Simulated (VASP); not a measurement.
These are G0W0 on PBE orbitals, VASP's PBE PAW potentials (set 64) (plane waves; VASP 6.6.1) values and carry that method's errors.

The input files of a VASP run:

**KPOINTS**
```
Automatic mesh
0
Gamma
6 6 6
0 0 0
```

POSCAR:
```
CaO
3.4011840
  0.0000000000   0.7071067017   0.7071067017
  0.7071067017   0.0000000000   0.7071067017
  0.7071067017   0.7071067017   0.0000000000
Ca O
1 1
Cartesian
  0.0000000000   0.0000000000   0.0000000000
  0.7071067017   0.7071067017   0.7071067017
```

### INCAR
```
SYSTEM = CaO
PREC = Normal
ENCUT = 500
ALGO = EVGW0
LREAL = .FALSE.
LASPH = .TRUE.
ISMEAR = 0
SIGMA = 0.01
GGA = PE
LWAVE = .FALSE.
LCHARG = .FALSE.
NELMGW = 1
NBANDS = 120
NOMEGA = 64
ENCUTGW = 180
NBANDSGW = 16
LSPECTRALGW = .TRUE.
```

POTCAR, in this order: Ca_sv_GW O_GW_new (PBE.64 set). Program: vasp_std. Read from the step before: WAVECAR, WAVEDER.

The resulting files:

File OSZICAR:
```
energies w=
    0.000    0.000    0.979    0.000    1.956    0.000    2.928    0.000
    3.894    0.000    4.852    0.000    5.800    0.000    6.738    0.000
    7.664    0.000    8.577    0.000    9.478    0.000   10.367    0.000
   11.243    0.000   12.108    0.000   12.962    0.000   13.806    0.000
   14.641    0.000   15.468    0.000   16.289    0.000   17.106    0.000
   17.919    0.000   18.730    0.000   19.542    0.000   20.356    0.000
   21.174    0.000   21.998    0.000   22.831    0.000   23.674    0.000
   24.530    0.000   25.402    0.000   26.293    0.000   27.207    0.000
   28.146    0.000   29.115    0.000   30.117    0.000   31.158    0.000
   32.244    0.000   33.379    0.000   34.572    0.000   35.831    0.000
   37.163    0.000   38.582    0.000   40.098    0.000   41.727    0.000
   43.487    0.000   45.397    0.000   47.484    0.000   49.778    0.000
   52.318    0.000   55.149    0.000   58.332    0.000   61.942    0.000
   66.076    0.000   70.862    0.000   76.475    0.000   83.149    0.000
   91.223    0.000  101.186    0.000  113.784    0.000  130.210    0.000
  152.496    0.000  184.409    0.000  233.810    0.000  320.291    0.000
NQ=   1    0.0000    0.0000    0.0000,
 performed        448000 updates of chi_q(r,r)
NQ=   2    0.1667    0.0000    0.0000,
 performed       1249000 updates of chi_q(r,r)
NQ=   3    0.3333    0.0000    0.0000,
 performed       2050000 updates of chi_q(r,r)
NQ=   4    0.5000    0.0000    0.0000,
 performed       2659000 updates of chi_q(r,r)
NQ=   5    0.1667    0.1667    0.0000,
 performed       3372000 updates of chi_q(r,r)
NQ=   6    0.3333    0.1667    0.0000,
 performed       4496000 updates of chi_q(r,r)
NQ=   7    0.5000    0.1667    0.0000,
 performed       5620000 updates of chi_q(r,r)
NQ=   8   -0.3333    0.1667    0.0000,
 performed       6744000 updates of chi_q(r,r)
NQ=   9   -0.1667    0.1667    0.0000,
 performed       7668000 updates of chi_q(r,r)
NQ=  10    0.3333    0.3333    0.0000,
 performed       8381000 updates of chi_q(r,r)
NQ=  11    0.5000    0.3333    0.0000,
 performed       9505000 updates of chi_q(r,r)
NQ=  12   -0.3333    0.3333    0.0000,
 performed      10429000 updates of chi_q(r,r)
NQ=  13    0.5000    0.5000    0.0000,
 performed      10992000 updates of chi_q(r,r)
NQ=  14    0.5000    0.3333    0.1667,
 performed      12124000 updates of chi_q(r,r)
NQ=  15   -0.3333    0.3333    0.1667,
 performed      13156000 updates of chi_q(r,r)
NQ=  16   -0.3333    0.5000    0.1667,
 performed      14080000 updates of chi_q(r,r)
 resolving degeneracies of screened two electron integrals
```

**OUTCAR**
```


 k-point   1 :       0.0000    0.0000    0.0000
  band No.  KS-energies  QP-energies   sigma(KS)   V_xc(KS)     V^pw_x(r,r')   Z            occupation Imag(sigma)

      1     -32.6240     -34.1044     -23.0227     -20.6321     -34.4118       0.6193       2.0000       0.8841
      2     -13.3910     -15.7336     -23.2543     -20.1566     -28.1060       0.7562       2.0000       0.2686
      3     -13.3910     -15.7336     -23.2543     -20.1566     -28.1060       0.7562       2.0000       0.2686
      4     -13.3910     -15.7336     -23.2543     -20.1566     -28.1060       0.7562       2.0000       0.2686
      5     -10.4894     -12.1883     -21.8095     -19.2020     -30.6766       0.6515       2.0000       0.8376
      6       5.0202       4.0277     -20.4994     -19.1660     -24.4474       0.7444       2.0000       0.1558
      7       5.0202       4.0277     -20.4994     -19.1660     -24.4474       0.7444       2.0000       0.1558
      8       5.0202       4.0277     -20.4994     -19.1660     -24.4474       0.7444       2.0000       0.1558
      9       9.7354      10.3820     -10.0192     -10.8026      -6.2282       0.8253       0.0000      -0.0965
     10      11.2514      13.1937     -11.1966     -13.6210      -6.5830       0.8011       0.0000      -0.1352
     11      11.2514      13.1937     -11.1966     -13.6210      -6.5830       0.8011       0.0000      -0.1352
     12      11.2514      13.1937     -11.1966     -13.6210      -6.5830       0.8011       0.0000      -0.1352
     13      12.7480      15.0924     -12.6435     -15.5753      -8.0147       0.7996       0.0000      -0.1308
     14      12.7480      15.0924     -12.6435     -15.5753      -8.0147       0.7996       0.0000      -0.1308
     15      20.0201      20.2846      -6.4706      -6.7727      -1.4348       0.8757       0.0000      -0.7492
     16      27.3992      30.1435     -10.8945     -14.2766      -5.1576       0.8114       0.0000      -0.9618

 k-point   2 :       0.1667    0.0000    0.0000
  band No.  KS-energies  QP-energies   sigma(KS)   V_xc(KS)     V^pw_x(r,r')   Z            occupation Imag(sigma)

      1     -32.5988     -34.0779     -23.0437     -20.6590     -34.4321       0.6203       2.0000       0.8805
      2     -13.7299     -15.9439     -22.7350     -19.7114     -28.0742       0.7323       2.0000       0.3469
      3     -13.4044     -15.7416     -23.2361     -20.1397     -28.0870       0.7548       2.0000       0.2633
      4     -13.4044     -15.7416     -23.2361     -20.1397     -28.0870       0.7548       2.0000       0.2633
      5     -10.1335     -11.8861     -22.3439     -19.6911     -30.7421       0.6606       2.0000       0.7755
      6       4.1703       3.0766     -18.9706     -17.4994     -22.7704       0.7434       2.0000       0.1671
      7       4.6758       3.6747     -20.0075     -18.6596     -23.9309       0.7427       2.0000       0.1613
      8       4.6758       3.6747     -20.0075     -18.6596     -23.9309       0.7427       2.0000       0.1613
      9      10.8344      11.6209     -10.7031     -11.6712      -6.8307       0.8124       0.0000      -0.1061
     10      11.2297      12.9851     -11.6192     -13.8204      -7.2198       0.7975       0.0000      -0.1321
     11      11.7063      13.7313     -11.5057     -14.0497      -6.7974       0.7960       0.0000      -0.1446
     12      11.7063      13.7313     -11.5057     -14.0497      -6.7974       0.7960       0.0000      -0.1446
     13      13.3684      15.7620     -13.2579     -16.2945      -8.5583       0.7883       0.0000      -0.1414
     14      13.3684      15.7620     -13.2579     -16.2945      -8.5583       0.7883       0.0000      -0.1414
     15      20.8763      21.8314      -8.1645      -9.2955      -2.8126       0.8445       0.0000      -0.7778
     16      25.9754      27.5947      -9.7271     -11.6291      -4.1284       0.8514       0.0000      -0.8834

 k-point   3 :       0.3333    0.0000    0.0000
  band No.  KS-energies  QP-energies   sigma(KS)   V_xc(KS)     V^pw_x(r,r')   Z            occupation Imag(sigma)

      1     -32.5480     -34.0263     -23.0865     -20.7140     -34.4738       0.6231       2.0000       0.8727
      2     -14.2647     -16.3772     -22.0995     -19.1620     -27.9529       0.7192       2.0000       0.4401
      3     -13.4308     -15.7619     -23.2003     -20.1065     -28.0497       0.7535       2.0000       0.2527
      4     -13.4308     -15.7619     -23.2003     -20.1065     -28.0497       0.7535       2.0000       0.2527
      5      -9.5614     -11.3763     -23.0304     -20.3438     -30.9451       0.6755       2.0000       0.7029
      6       2.9214       1.6885     -17.5532     -15.8806     -21.4698       0.7371       2.0000       0.2072
      7       4.0919       3.0606     -19.3466     -17.9531     -23.3060       0.7402       2.0000       0.1750
      8       4.0919       3.0606     -19.3466     -17.9531     -23.3060       0.7402       2.0000       0.1750
      9      11.5555      13.2538     -11.8247     -13.9693      -7.4154       0.7919       0.0000      -0.1397
     10      12.7444      13.5663     -11.2084     -12.2395      -7.0873       0.7972       0.0000      -0.1373
     11      12.7521      14.9952     -12.3312     -15.2062      -7.3686       0.7802       0.0000      -0.1719
     12      12.7521      14.9952     -12.3312     -15.2062      -7.3686       0.7802       0.0000      -0.1719
     13      14.6507      17.2109     -14.3021     -17.6326      -9.3027       0.7687       0.0000      -0.1774
     14      14.6507      17.2109     -14.3021     -17.6326      -9.3027       0.7687       0.0000      -0.1774
     15      20.2080      21.8844     -11.4612     -13.6131      -5.6997       0.7790       0.0000      -0.6067
     16      23.4322      24.6505      -9.6222     -11.0724      -4.2404       0.8401       0.0000      -0.6663

 k-point   4 :       0.5000    0.0000    0.0000
  band No.  KS-energies  QP-energies   sigma(KS)   V_xc(KS)     V^pw_x(r,r')   Z            occupation Imag(sigma)

      1     -32.5225     -34.0001     -23.1083     -20.7423     -34.4954       0.6245       2.0000       0.8686
      2     -14.4912     -16.5619     -21.8683     -18.9607     -27.8861       0.7122       2.0000       0.4739
      3     -13.4443     -15.7720     -23.1831     -20.0907     -28.0322       0.7527       2.0000       0.2474
      4     -13.4443     -15.7720     -23.1831     -20.0907     -28.0322       0.7527       2.0000       0.2474
      5      -9.3147     -11.1424     -23.3013     -20.6070     -31.0618       0.6784       2.0000       0.6804
      6       2.4018       1.1186     -17.0733     -15.3246     -21.0836       0.7338       2.0000       0.2305
      7       3.8348       2.7947     -19.1064     -17.6906     -23.1055       0.7346       2.0000       0.1834
      8       3.8348       2.7947     -19.1064     -17.6906     -23.1055       0.7346       2.0000       0.1834
      9      12.0700      13.9335     -13.4744     -15.8802      -9.0658       0.7746       0.0000      -0.1530
     10      13.3690      15.7707     -12.9996     -16.1181      -7.8723       0.7701       0.0000      -0.1923
     11      13.3690      15.7707     -12.9996     -16.1181      -7.8723       0.7701       0.0000      -0.1923
     12      13.4854      14.0535      -9.1185      -9.8203      -4.8148       0.8094       0.0000      -0.1521
     13      15.4265      18.1655     -14.9329     -18.5622      -9.6415       0.7547       0.0000      -0.2120
     14      15.4265      18.1655     -14.9329     -18.5622      -9.6415       0.7547       0.0000      -0.2120
     15      19.2396      21.0138     -12.9743     -15.3108      -7.1657       0.7594       0.0000      -0.4974
     16      21.8768      22.6466      -8.7550      -9.6702      -3.7510       0.8411       0.0000      -0.4698

 k-point   5 :       0.1667    0.1667    0.0000
  band No.  KS-energies  QP-energies   sigma(KS)   V_xc(KS)     V^pw_x(r,r')   Z            occupation Imag(sigma)

      1     -32.5905     -34.0709     -23.0511     -20.6677     -34.4387       0.6211       2.0000       0.8809
      2     -13.7154     -15.9237     -22.7347     -19.7175     -28.0743       0.7319       2.0000       0.3358
      3     -13.4470     -15.7859     -23.1932     -20.0887     -28.0561       0.7534       2.0000       0.2760
      4     -13.4470     -15.7859     -23.1932     -20.0887     -28.0561       0.7534       2.0000       0.2760
      5     -10.1099     -11.8652     -22.3837     -19.7339     -30.7709       0.6624       2.0000       0.7653
      6       3.8266       2.7247     -18.7953     -17.3036     -22.7074       0.7387       2.0000       0.1801
      7       4.8362       3.8201     -20.2007     -18.8344     -24.1244       0.7437       2.0000       0.1579
      8       4.8362       3.8201     -20.2007     -18.8344     -24.1244       0.7437       2.0000       0.1579
      9      10.4054      12.0722     -10.5153     -12.5726      -6.1014       0.8102       0.0000      -0.1239
     10      10.8588      11.7317     -10.7883     -11.8631      -6.8677       0.8121       0.0000      -0.1063
     11      12.2009      14.3144     -11.9611     -14.6410      -7.1752       0.7886       0.0000      -0.1544
     12      12.2009      14.3144     -11.9611     -14.6410      -7.1752       0.7886       0.0000      -0.1544
     13      13.0104      15.4152     -12.7891     -15.8063      -8.0973       0.7970       0.0000      -0.1348
     14      14.0702      16.3880     -13.9173     -16.9015      -9.1558       0.7767       0.0000      -0.1615
     15      21.3409      22.3676      -8.2414      -9.4646      -2.8460       0.8394       0.0000      -0.8164
     16      25.3482      27.4746     -10.5634     -12.8973      -4.8647       0.9111       0.0000      -0.9938

 k-point   6 :       0.3333    0.1667    0.0000
  band No.  KS-energies  QP-energies   sigma(KS)   V_xc(KS)     V^pw_x(r,r')   Z            occupation Imag(sigma)

      1     -32.5488     -34.0280     -23.0872     -20.7130     -34.4732       0.6230       2.0000       0.8775
      2     -14.0661     -16.2299     -22.3295     -19.3457     -27.9579       0.7252       2.0000       0.4006
      3     -13.4886     -15.8247     -23.1457     -20.0387     -28.0142       0.7519       2.0000       0.2750
      4     -13.4850     -15.8220     -23.1413     -20.0365     -28.0065       0.7527       2.0000       0.2689
      5      -9.7923     -11.5615     -22.7705     -20.1031     -30.9028       0.6633       2.0000       0.7207
...
```
(Selected blocks of OUTCAR.)

The mesh is coarse and the basis finite, so the quasiparticle values are not converged.

The compound is CaO in the rock salt structure. The cell was not relaxed at this level.
